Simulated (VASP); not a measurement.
# NaCl: from the relaxed cell to its vibrations, part 2 of 2

What lattice, stiffness and vibrations does NaCl have at one level of theory? The starting structure is a measured crystal structure from the Crystallography Open Database. All runs use PBEsol.

VASP 6.6.1.

So far. Step 3 (Elastic constants): The elastic tensor has C11 = 55.7, C12 = 11.4, C44 = 12.0 GPa; its Hill averages are a bulk modulus of 26.2 and a shear modulus of 15.4 GPa. Step 4 (Modes of the relaxed cell): The zone-centre modes at 21.978 Å³ an atom are T1u 168.0 cm⁻¹.

The database entry behind the starting cell differs from later determinations by our own check (about 0.6 % short), so it need not match the best structure at ambient conditions.

## Step 5: Modes at 0.97 of that volume

Level of this step: PBEsol; plane waves and PAW (Cl, Na_pv) (VASP).

Shape and positions were first relaxed at this volume, in a run that isn't shown.

File INCAR:

```
SYSTEM = NaCl
PREC = Accurate
ENCUT = 500
EDIFF = 1E-08
NELM = 100
ISMEAR = 0
SIGMA = 0.03
LREAL = .FALSE.
ALGO = Normal
GGA = PS
NBANDS = 13
LORBIT = 11
LWAVE = .FALSE.
LCHARG = .FALSE.
KPAR = 4
IBRION = 8
LEPSILON = .TRUE.
LPEAD = .TRUE.
ISIF = 2
```

File POSCAR:

```
NaCl
1.0
    0.0000000000      2.7728171762      2.7728171762
    2.7728171762      0.0000000000      2.7728171762
    2.7728171762      2.7728171762      0.0000000000
Cl Na
1 1
Direct
    0.5000000000      0.5000000000      0.5000000000
    0.0000000000      0.0000000000      0.0000000000
```

File KPOINTS:

```
Automatic mesh
0
Gamma
14 14 14
0 0 0
```

PAW data sets: Cl and Na_pv (PBE family, release 64).

Launch:

```bash
$ mpirun -np 4 vasp_std
```

What it wrote:

```text
[... set-up lines as in an earlier step ...]
 entering main loop
       N       E                     dE             d eps       ncg     rms          rms(c)
DAV:   1     0.978368165107E+02    0.97837E+02   -0.70520E+03  2709   0.106E+03
DAV:   2     0.886720460452E+00   -0.96950E+02   -0.89248E+02  2935   0.272E+02
DAV:   3    -0.701231930694E+01   -0.78990E+01   -0.78519E+01  3484   0.743E+01
DAV:   4    -0.714897701599E+01   -0.13666E+00   -0.13659E+00  3104   0.107E+01
[...]
DAV:  12    -0.699428558751E+01    0.77562E-06   -0.33831E-06  3079   0.126E-02    0.251E-03
DAV:  13    -0.699428572128E+01   -0.13377E-06   -0.68114E-08  3249   0.207E-03    0.109E-03
DAV:  14    -0.699428571300E+01    0.82889E-08   -0.21147E-09  2257   0.399E-04
   1 F= -.69942857E+01 E0= -.69942857E+01  d E =-.462247E-27
 Linear response reoptimize wavefunctions to high precision
DAV:   1    -0.699428572797E+01   -0.14978E-07   -0.50306E-09  3209   0.507E-04
DAV:   2    -0.699428572798E+01   -0.11823E-10   -0.50842E-11  1722   0.599E-05
 Linear response to external field (no local field effect), progress :
[...]
RMM:  13    -0.193300977926E+00   -0.90230E-08    0.55924E-08 10291   0.152E-05    0.285E-07
 first order change of Fermi-energy   0.14991E-03
 force on displaced ion       1 direction 1 :  -1.684   0.000   0.000
 Born effective charge ion    1 direction 1 :  -1.081   0.000   0.000
 Linear response progress:
  Degree of freedom:   2/  2
       N       E                     dE             d eps       ncg     rms          rms(c)
RMM:   1    -0.158317008472E+00   -0.15832E+00   -0.32942E-01  6923   0.568E+00
RMM:   2    -0.162117115405E+00   -0.38001E-02   -0.18123E-02 10369   0.102E+00    0.222E-02
RMM:   3    -0.162264895697E+00   -0.14778E-03   -0.54578E-04 12173   0.179E-01    0.103E-02
RMM:   4    -0.162319246952E+00   -0.54351E-04   -0.31586E-05 13278   0.465E-02    0.294E-03
[...]
RMM:  10    -0.162345951156E+00    0.16429E-07    0.19738E-08 13918   0.126E-04    0.153E-05
RMM:  11    -0.162345936523E+00    0.14633E-07    0.10764E-08 14073   0.752E-05    0.277E-06
RMM:  12    -0.162345936436E+00    0.86853E-10    0.64495E-09 13865   0.462E-05    0.331E-06
 first order change of Fermi-energy  -0.25094E-04
 force on displaced ion       2 direction 1 :  -1.705   0.000   0.000
 Born effective charge ion    2 direction 1 :   1.081   0.000   0.000
 Born effective charges drift removed
 Linear response finished
```

Elapsed: 3.8 min, on 4 MPI ranks of Intel Xeon 6975P-C (Granite Rapids), shared host; peak memory 2.5 GiB.

From OUTCAR (step 5):

```text
  Total        0.2255495      0.2255495      0.2255495      0.0000000      0.0000000     -0.0000000
  in kB        8.4753727      8.4753727      8.4753727      0.0000000      0.0000000     -0.0000000
  external PRESSURE =       8.4753727 kB  Pullay stress =       0.0000000 kB

 POSITION                                       TOTAL-FORCE (eV/Angst)
 -----------------------------------------------------------------------------------
      2.77282      2.77282      2.77282        -0.000000      0.000000      0.000000
      0.00000      0.00000      0.00000         0.000000     -0.000000     -0.000000
 -----------------------------------------------------------------------------------
    total drift:                               -0.000000      0.000000      0.000000

 MACROSCOPIC STATIC DIELECTRIC TENSOR (including local field effects in DFT)
 ------------------------------------------------------
           2.591002    -0.000000     0.000000
          -0.000000     2.591002     0.000000
           0.000000    -0.000000     2.591002
 ------------------------------------------------------

 MACROSCOPIC STATIC DIELECTRIC TENSOR IONIC CONTRIBUTION
 ------------------------------------------------------
           2.930381    -0.000000    -0.000000
          -0.000000     2.930381     0.000000
          -0.000000     0.000000     2.930381
 ------------------------------------------------------

[... 1 part as in an earlier step ...]

[... 1 further part left out ...]
```

The zone-centre modes at 21.319 Å³ an atom are T1u 181.9 cm⁻¹.

## Step 6: Modes at 1.03 of that volume

Shape and positions were first relaxed at this volume, in a run that isn't shown.

INCAR is that of step 5.

File POSCAR:

```
NaCl
1.0
    0.0000000000      2.8288487810      2.8288487810
    2.8288487810      0.0000000000      2.8288487810
    2.8288487810      2.8288487810      0.0000000000
Cl Na
1 1
Direct
    0.5000000000      0.5000000000      0.5000000000
    0.0000000000      0.0000000000      0.0000000000
```

KPOINTS is that of step 5.

Launch:

```bash
$ mpirun -np 4 vasp_std
```

What it wrote:

```text
[... set-up lines as in an earlier step ...]
 entering main loop
       N       E                     dE             d eps       ncg     rms          rms(c)
DAV:   1     0.963580972762E+02    0.96358E+02   -0.70078E+03  2737   0.104E+03
DAV:   2     0.120957107411E+01   -0.95149E+02   -0.86919E+02  2922   0.268E+02
DAV:   3    -0.701164446603E+01   -0.82212E+01   -0.81606E+01  3479   0.749E+01
DAV:   4    -0.715870395150E+01   -0.14706E+00   -0.14699E+00  3137   0.109E+01
[...]
DAV:  14    -0.699568691120E+01    0.46794E-07   -0.58681E-09  3170   0.699E-04    0.106E-03
DAV:  15    -0.699568693126E+01   -0.20059E-07   -0.75036E-09  1827   0.507E-04    0.226E-05
DAV:  16    -0.699568693176E+01   -0.50204E-09   -0.47895E-10  1632   0.184E-04
   1 F= -.69956869E+01 E0= -.69956869E+01  d E =-.392357E-18
 Linear response reoptimize wavefunctions to high precision
DAV:   1    -0.699568692958E+01    0.21807E-08   -0.32646E-11  1887   0.491E-05
DAV:   2    -0.699568692956E+01    0.24784E-10   -0.15917E-12  1632   0.190E-05
 Linear response to external field (no local field effect), progress :
[...]
RMM:  13    -0.193974896404E+00   -0.15084E-08   -0.12611E-09 10424   0.166E-05    0.488E-07
 first order change of Fermi-energy   0.15840E-03
 force on displaced ion       1 direction 1 :  -1.237   0.000   0.000
 Born effective charge ion    1 direction 1 :  -1.098   0.000   0.000
 Linear response progress:
  Degree of freedom:   2/  2
       N       E                     dE             d eps       ncg     rms          rms(c)
RMM:   1    -0.158462103329E+00   -0.15846E+00   -0.35216E-01  6915   0.552E+00
RMM:   2    -0.162228009565E+00   -0.37659E-02   -0.18813E-02 10305   0.102E+00    0.215E-02
RMM:   3    -0.162376596126E+00   -0.14859E-03   -0.54405E-04 12148   0.178E-01    0.101E-02
RMM:   4    -0.162433328642E+00   -0.56733E-04   -0.30973E-05 13204   0.458E-02    0.295E-03
[...]
RMM:  10    -0.162461172923E+00    0.19423E-07    0.89968E-09 13975   0.126E-04    0.181E-05
RMM:  11    -0.162461144501E+00    0.28422E-07    0.10912E-08 14093   0.803E-05    0.225E-06
RMM:  12    -0.162461142955E+00    0.15458E-08    0.34933E-09 14040   0.483E-05    0.315E-06
 first order change of Fermi-energy  -0.21348E-04
 force on displaced ion       2 direction 1 :  -1.220   0.000   0.000
 Born effective charge ion    2 direction 1 :   1.098   0.000   0.000
 Born effective charges drift removed
 Linear response finished
```

It took 3.1 min on 4 MPI ranks; peak memory 2.6 GiB.

Parts of OUTCAR (step 6):

```text
  Total       -0.2054355     -0.2054355     -0.2054355      0.0000000     -0.0000000      0.0000000
  in kB       -7.2698732     -7.2698732     -7.2698732      0.0000000     -0.0000000      0.0000000
  external PRESSURE =      -7.2698732 kB  Pullay stress =       0.0000000 kB

 POSITION                                       TOTAL-FORCE (eV/Angst)
 -----------------------------------------------------------------------------------
      2.82885      2.82885      2.82885         0.000000     -0.000000      0.000000
      0.00000      0.00000      0.00000        -0.000000      0.000000     -0.000000
 -----------------------------------------------------------------------------------
    total drift:                               -0.000000      0.000000      0.000000

 MACROSCOPIC STATIC DIELECTRIC TENSOR (including local field effects in DFT)
 ------------------------------------------------------
           2.538450    -0.000000     0.000000
          -0.000000     2.538450     0.000000
           0.000000     0.000000     2.538450
 ------------------------------------------------------

 MACROSCOPIC STATIC DIELECTRIC TENSOR IONIC CONTRIBUTION
 ------------------------------------------------------
           3.924295     0.000000     0.000000
           0.000000     3.924295     0.000000
           0.000000     0.000000     3.924295
 ------------------------------------------------------

[... 1 part as in an earlier step ...]

[... 1 further part left out ...]
```

The zone-centre modes at 22.638 Å³ an atom are T1u 154.6 cm⁻¹.

## Step 7: Comparison

```
                         run  volume (Å³/atom)    T1u  core minutes
                  relaxation            21.978      -          0.28
           elastic constants            21.978      -          11.5
   modes of the relaxed cell            21.978  168.0          13.3
modes at 0.97 of that volume            21.319  181.9          15.0
modes at 1.03 of that volume            22.638  154.6          12.3
```

Modes are in cm⁻¹, degenerate ones as one, matched by symmetry and order. A number in brackets counts the listed modes of one symmetry from the lowest. The symmetry labels come from an automatic analysis and can be wrong where levels nearly coincide. Core minutes are wall time times ranks of the run shown, on a shared host.

## Step 8: Outcome

```yaml
relaxed_volume: 21.98 Å³/atom
bulk_modulus_from_two_volumes: 26.2 GPa
hill_shear_modulus: 15.4 GPa
mode_t1u: 168.0 cm⁻¹
grueneisen_parameter_of_t1u: 2.70
```

In words: At the PBEsol level NaCl relaxes to 21.98 Å³ an atom. The bulk modulus is 26.2 GPa from the pressures at two volumes and 26.2 GPa as the Hill average of the elastic tensor, so the two routes agree. The mode Grüneisen parameters, from the cells at 0.97 and 1.03 of the volume, come to 2.70 (T1u). The dielectric constants and Born charges in the logs aren't compared here; at a small gap they can be far off, and in a run without a gap they mean nothing. The frequencies are harmonic, and the splitting of polar modes by their long-range field is left out. All values are for a static lattice. Further runs on this material are not shown.

[Lines on the potential files, build, host, timing and source positions are cut from VASP's logs without a mark.]

[Logs are printed without paths, hosts, clocks, repeated set-up lines and the standing remarks that a program may print on its own settings, such as how far it seeks lower states.]

[Hosts, paths, dates, database ids (printed as entryN), source tags and the programs' standing remarks are cut or masked in the printed files.]
